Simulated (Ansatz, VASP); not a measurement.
# ZnS (Wurtzite-2H): VASP beside Ansatz, part 2 of 3

Wanted: the spread between two codes on one cell, functional and k mesh. The cell is taken from a series of runs on this material, whose earlier steps may have relaxed, scaled, displaced or heated it; both programs get it as it stands.

VASP 6.6.1 and Ansatz 0.2.0.

So far: The structure; Ansatz: zone-centre phonons, LDA.

### 3. VASP: zone-centre phonons, LDA

Level of this step: LDA; plane waves and PAW (S, Zn) (VASP).

The same cell, functional (in two slightly different forms) and mesh now go to VASP, with its own data sets.

Lines of VASP's logs that name or quote its potential files are left out, and so is its time.

INCAR reads:

```
SYSTEM = ZnS
PREC = Accurate
ENCUT = 500
EDIFF = 1E-08
NELM = 120
ISMEAR = 0
SIGMA = 0.01
LREAL = .FALSE.
ALGO = Normal
GGA = PW92
NBANDS = 24
LORBIT = 11
LWAVE = .FALSE.
LCHARG = .FALSE.
ISIF = 2
IBRION = 8
LEPSILON = .TRUE.
LASPH = .TRUE.
GGA_COMPAT = .FALSE.
EFERMI = MIDGAP
KPAR = 2
```

POSCAR reads:

```
ZnS
1.0
    3.7289405153      0.0000000000      0.0000000000
   -1.8644702576      3.2293572155      0.0000000000
    0.0000000000      0.0000000000      6.2042734975
S Zn
2 2
Direct
    0.3333333427      0.6666666761      0.3782818081
    0.6666666761      0.3333333427      0.8782818081
    0.3333333427      0.6666666761      0.0067181919
    0.6666666761      0.3333333427      0.5067181919
```

KPOINTS reads:

```
Automatic mesh
0
Gamma
12 12 8
0 0 0
```

Potentials, in the order of the species: S and Zn (LDA family, release 64).

Launch:

```console
$ mpirun -np 2 vasp_std
```

What it wrote:

```text
[banner, memory and clock lines left out]
running    2 mpi-ranks, on    1 nodes
 distrk:  each k-point on    1 cores,    2 groups
 distr:  one band on    1 cores,    1 groups

 POSCAR found type information on POSCAR S Zn
 POSCAR found :  2 types and       4 ions
|                                                                             |
|               ----> ADVICE to this user running VASP <----                  |
|                                                                             |
|     You enforced a specific xc type in the INCAR file but a different       |
|     [... a line on the potential file left out ...]
|     I HOPE YOU KNOW WHAT YOU ARE DOING!                                     |
|                                                                             |

 LDA part: xc-table for (Slater(with rela. corr.)+PW92), standard interpolation
 POSCAR, INCAR and KPOINTS ok, starting setup
 FFT: planning ... GRIDC
 FFT: planning ... GRID_SOFT
 FFT: planning ... GRID
 WAVECAR not read
 entering main loop
       N       E                     dE             d eps       ncg     rms          rms(c)
DAV:   1     0.231092996145E+03    0.23109E+03   -0.17187E+04  4560   0.180E+03
DAV:   2     0.355547699640E+01   -0.22754E+03   -0.21992E+03  4864   0.361E+02
DAV:   3    -0.168480990387E+02   -0.20404E+02   -0.20292E+02  5632   0.111E+02
DAV:   4    -0.172664207172E+02   -0.41832E+00   -0.41803E+00  5416   0.163E+01
DAV:   5    -0.172741872263E+02   -0.77665E-02   -0.77658E-02  5808   0.212E+00    0.107E+01
DAV:   6    -0.164217651987E+02    0.85242E+00   -0.18868E+00  6600   0.421E+01    0.809E+00
DAV:   7    -0.164197381319E+02    0.20271E-02   -0.16563E+00  5192   0.771E+00    0.326E+00
DAV:   8    -0.163973512415E+02    0.22387E-01   -0.67654E-02  6160   0.248E+00    0.975E-01
DAV:   9    -0.163961690188E+02    0.11822E-02   -0.17422E-02  6480   0.178E+00    0.284E-01
DAV:  10    -0.163962107988E+02   -0.41780E-04   -0.59334E-04  5856   0.313E-01    0.163E-01
DAV:  11    -0.163962320450E+02   -0.21246E-04   -0.72486E-05  5760   0.965E-02    0.910E-02
DAV:  12    -0.163962288870E+02    0.31580E-05   -0.14710E-05  6056   0.504E-02    0.110E-02
DAV:  13    -0.163962290120E+02   -0.12509E-06   -0.55623E-07  5728   0.505E-03    0.515E-03
DAV:  14    -0.163962290939E+02   -0.81889E-07   -0.93283E-08  5432   0.174E-03    0.174E-03
DAV:  15    -0.163962290910E+02    0.29813E-08   -0.26845E-08  4992   0.107E-03
   1 F= -.16396229E+02 E0= -.16396229E+02  d E =0.000000E+00
 Linear response reoptimize wavefunctions to high precision
DAV:   1    -0.163962290912E+02   -0.25739E-09   -0.27759E-09  3672   0.527E-04
DAV:   2    -0.163962290912E+02   -0.38654E-10   -0.32914E-10  2904   0.152E-04
 Linear response G [H, r] |phi>, progress :
  Direction:   1
       N       E                     dE             d eps       ncg     rms
RMM:   1    -0.810294347086E+02   -0.81029E+02    0.48407E+02  8692   0.948E+01
RMM:   2    -0.900684495882E+02   -0.90390E+01   -0.29557E+01  7438   0.357E+01
RMM:   3    -0.906563990904E+02   -0.58795E+00   -0.21673E+00  8128   0.949E+00
RMM:   4    -0.906802441907E+02   -0.23845E-01   -0.10445E-01  8268   0.198E+00
RMM:   5    -0.906817014865E+02   -0.14573E-02   -0.11127E-02  8351   0.521E-01
RMM:   6    -0.906819672945E+02   -0.26581E-03   -0.10971E-03  8406   0.153E-01
RMM:   7    -0.906820452120E+02   -0.77917E-04   -0.10920E-04  8511   0.501E-02
RMM:   8    -0.906820734174E+02   -0.28205E-04   -0.58896E-06  8635   0.178E-02
RMM:   9    -0.906820760373E+02   -0.26199E-05    0.90903E-05  8553   0.713E-03
RMM:  10    -0.906820781931E+02   -0.21558E-05    0.71138E-05  7124   0.321E-03
RMM:  11    -0.906820780863E+02    0.10683E-06    0.82685E-05  6164   0.154E-03
RMM:  12    -0.906820783318E+02   -0.24550E-06    0.70033E-05  5581   0.906E-04
RMM:  13    -0.906820782857E+02    0.46118E-07    0.94289E-05  5252   0.685E-04
RMM:  14    -0.906820783986E+02   -0.11288E-06    0.67251E-05  5052   0.589E-04
RMM:  15    -0.906820783815E+02    0.17065E-07    0.84655E-05  4946   0.544E-04
RMM:  16    -0.906820783975E+02   -0.16030E-07    0.45388E-05  4800   0.526E-04
RMM:  17    -0.906820783573E+02    0.40262E-07    0.85367E-05  4734   0.516E-04
RMM:  18    -0.906820784035E+02   -0.46281E-07    0.36804E-05  4605   0.513E-04
 Linear response G [H, r] |phi>, progress :
  Direction:   2
       N       E                     dE             d eps       ncg     rms
RMM:   1    -0.960917084558E+02   -0.96092E+02    0.29563E+02  8796   0.913E+01
RMM:   2    -0.101662105908E+03   -0.55704E+01   -0.23535E+01  7352   0.341E+01
RMM:   3    -0.102217892389E+03   -0.55579E+00   -0.17344E+00  8133   0.870E+00
RMM:   4    -0.102244338249E+03   -0.26446E-01   -0.82794E-02  8197   0.187E+00
RMM:   5    -0.102245833740E+03   -0.14955E-02   -0.11604E-02  8306   0.529E-01
[...]
RMM:   6    -0.108499121161E+01   -0.20511E-02   -0.12699E-03 27143   0.180E-01    0.350E-02
RMM:   7    -0.108537158826E+01   -0.38038E-03   -0.13635E-04 27866   0.530E-02    0.526E-03
RMM:   8    -0.108546898645E+01   -0.97398E-04    0.78691E-07 28290   0.121E-02    0.297E-03
RMM:   9    -0.108545365920E+01    0.15327E-04   -0.38719E-07 28103   0.428E-03    0.140E-03
RMM:  10    -0.108545474763E+01   -0.10884E-05    0.70276E-07 28123   0.207E-03    0.304E-04
[...]
RMM:   9    -0.112533431315E+01    0.17717E-04   -0.41348E-06  8221   0.443E-03    0.954E-04
RMM:  10    -0.112533161519E+01    0.26980E-05   -0.32570E-06  8127   0.212E-03    0.536E-04
RMM:  11    -0.112533971905E+01   -0.81039E-05    0.51279E-07  8199   0.943E-04    0.788E-05
RMM:  12    -0.112533948510E+01    0.23396E-06   -0.11958E-07  7135   0.273E-04    0.542E-05
RMM:  13    -0.112533965883E+01   -0.17373E-06   -0.96524E-09  5914   0.134E-04    0.877E-06
 change of polarisation eV/A/(eV/A) component  3 :    -0.229    -0.204     2.141
 dielectric tensor                  component  3 :    -0.556    -0.493     6.185
 Linear response DOF=           4
 Linear response progress:
  Degree of freedom:   1/  4
       N       E                     dE             d eps       ncg     rms          rms(c)
RMM:   1    -0.106745389670E+00   -0.10675E+00    0.45988E-02 70294   0.198E+00
RMM:   2    -0.103529538549E+00    0.32159E-02   -0.65460E-03 42927   0.654E-01    0.173E-01
RMM:   3    -0.103925900477E+00   -0.39636E-03   -0.56062E-04 48565   0.157E-01    0.825E-02
RMM:   4    -0.104268413170E+00   -0.34251E-03   -0.82234E-05 47841   0.524E-02    0.205E-02
RMM:   5    -0.104323294323E+00   -0.54881E-04   -0.85563E-06 50465   0.140E-02    0.973E-03
RMM:   6    -0.104298092779E+00    0.25202E-04   -0.14689E-06 50104   0.484E-03    0.351E-03
RMM:   7    -0.104306473409E+00   -0.83806E-05   -0.53331E-08 48324   0.175E-03    0.870E-04
RMM:   8    -0.104305627326E+00    0.84608E-06   -0.45179E-08 51080   0.570E-04    0.614E-05
RMM:   9    -0.104304889416E+00    0.73791E-06   -0.87361E-08 49789   0.192E-04    0.482E-05
RMM:  10    -0.104304904129E+00   -0.14713E-07    0.49237E-09 51345   0.746E-05    0.101E-05
RMM:  11    -0.104305003151E+00   -0.99022E-07    0.17652E-08 49048   0.371E-05    0.254E-06
RMM:  12    -0.104304987044E+00    0.16107E-07    0.20491E-08 50587   0.208E-05    0.678E-07
RMM:  13    -0.104304984000E+00    0.30441E-08    0.10014E-08 43461   0.138E-05    0.652E-07
 first order change of Fermi-energy  -0.65998E-01
 force on displaced ion       1 direction 1 :  -7.327   0.000   0.000
 Born effective charge ion    1 direction 1 :  -1.844  -0.000  -0.000
 Linear response progress:
  Degree of freedom:   2/  4
       N       E                     dE             d eps       ncg     rms          rms(c)
RMM:   1    -0.127932547145E+00   -0.12793E+00    0.57300E-02 16286   0.201E+00
RMM:   2    -0.123206758432E+00    0.47258E-02   -0.73123E-03  9492   0.756E-01    0.203E-01
RMM:   3    -0.123458113034E+00   -0.25135E-03   -0.98483E-04 10980   0.193E-01    0.988E-02
RMM:   4    -0.123661344366E+00   -0.20323E-03   -0.10334E-04  9897   0.650E-02    0.329E-02
RMM:   5    -0.123686343538E+00   -0.24999E-04   -0.20553E-05 10869   0.246E-02    0.897E-03
RMM:   6    -0.123673814247E+00    0.12529E-04   -0.65535E-07 11207   0.651E-03    0.476E-03
RMM:   7    -0.123676050461E+00   -0.22362E-05   -0.32845E-07 11396   0.174E-03    0.161E-03
RMM:   8    -0.123677945424E+00   -0.18950E-05    0.16889E-07 10165   0.125E-03    0.231E-04
RMM:   9    -0.123678201699E+00   -0.25628E-06    0.10081E-08 11518   0.332E-04    0.103E-04
RMM:  10    -0.123678159074E+00    0.42625E-07    0.20885E-08 11552   0.117E-04    0.329E-05
RMM:  11    -0.123678142527E+00    0.16547E-07    0.39124E-08 10508   0.496E-05    0.161E-05
RMM:  12    -0.123678099672E+00    0.42855E-07    0.20166E-08 11567   0.272E-05    0.399E-06
RMM:  13    -0.123678116876E+00   -0.17204E-07    0.23675E-08 10746   0.170E-05    0.207E-06
RMM:  14    -0.123678122220E+00   -0.53444E-08    0.19947E-08  8310   0.136E-05    0.634E-07
 first order change of Fermi-energy  -0.63061E-01
 force on displaced ion       1 direction 3 :   0.000  -0.000 -10.112
 Born effective charge ion    1 direction 3 :  -0.000   0.000  -1.975
 Linear response progress:
  Degree of freedom:   3/  4
       N       E                     dE             d eps       ncg     rms          rms(c)
RMM:   1    -0.213167749105E+00   -0.21317E+00   -0.76350E-04 41815   0.191E+00
RMM:   2    -0.210720512236E+00    0.24472E-02   -0.38951E-03 43341   0.448E-01    0.130E-01
RMM:   3    -0.210537466355E+00    0.18305E-03   -0.12563E-04 50056   0.716E-02    0.758E-02
RMM:   4    -0.210289696706E+00    0.24777E-03   -0.19355E-05 49754   0.252E-02    0.443E-03
RMM:   5    -0.210284524156E+00    0.51726E-05   -0.18722E-06 51409   0.509E-03    0.164E-03
RMM:   6    -0.210287606503E+00   -0.30823E-05   -0.73477E-08 51456   0.203E-03    0.303E-04
RMM:   7    -0.210287977045E+00   -0.37054E-06   -0.17927E-07 51676   0.623E-04    0.180E-04
RMM:   8    -0.210288197972E+00   -0.22093E-06   -0.19778E-07 51354   0.271E-04    0.321E-05
RMM:   9    -0.210288013808E+00    0.18416E-06   -0.47637E-08 51567   0.911E-05    0.190E-05
RMM:  10    -0.210287899455E+00    0.11435E-06    0.67088E-09 50725   0.469E-05    0.250E-06
RMM:  11    -0.210287895424E+00    0.40308E-08   -0.10555E-08 53885   0.225E-05    0.974E-07
 first order change of Fermi-energy  -0.12683E+00
 force on displaced ion       3 direction 1 :  -6.583   0.001   0.000
 Born effective charge ion    3 direction 1 :   1.844  -0.000   0.000
 Linear response progress:
  Degree of freedom:   4/  4
       N       E                     dE             d eps       ncg     rms          rms(c)
RMM:   1    -0.220229938529E+00   -0.22023E+00   -0.67980E-04  9463   0.193E+00
RMM:   2    -0.217152973971E+00    0.30770E-02   -0.40818E-03  9846   0.470E-01    0.154E-01
RMM:   3    -0.216860135189E+00    0.29284E-03   -0.21144E-04 11199   0.888E-02    0.821E-02
RMM:   4    -0.216560603397E+00    0.29953E-03   -0.52848E-05 11027   0.462E-02    0.198E-02
RMM:   5    -0.216507330105E+00    0.53273E-04   -0.78531E-06 11516   0.168E-02    0.688E-03
RMM:   6    -0.216513612070E+00   -0.62820E-05    0.29372E-06 10661   0.509E-03    0.401E-03
RMM:   7    -0.216521048035E+00   -0.74360E-05    0.27514E-06 11040   0.283E-03    0.759E-04
RMM:   8    -0.216522342561E+00   -0.12945E-05    0.65556E-08 11272   0.844E-04    0.220E-04
RMM:   9    -0.216521914298E+00    0.42826E-06   -0.20839E-07 11639   0.291E-04    0.496E-05
RMM:  10    -0.216521785280E+00    0.12902E-06    0.10065E-08 11698   0.122E-04    0.258E-05
RMM:  11    -0.216521781200E+00    0.40800E-08   -0.92711E-08 11691   0.470E-05    0.764E-06
 first order change of Fermi-energy   0.62977E-01
 force on displaced ion       3 direction 3 :   0.000   0.000  -8.421
 Born effective charge ion    3 direction 3 :   0.000   0.000   1.975
 Born effective charges drift removed
 Linear response finished
```

[end of part 2 of 3]

[Lines on the potential files, build, host, timing and source positions are cut from VASP's logs without a mark.]

[Logs are printed without paths, hosts, clocks, repeated set-up lines and the standing remarks that a program may print on its own settings, such as how far it seeks lower states.]

[Hosts, paths, dates, database ids (printed as entryN), source tags and the programs' standing remarks are cut or masked in the printed files.]
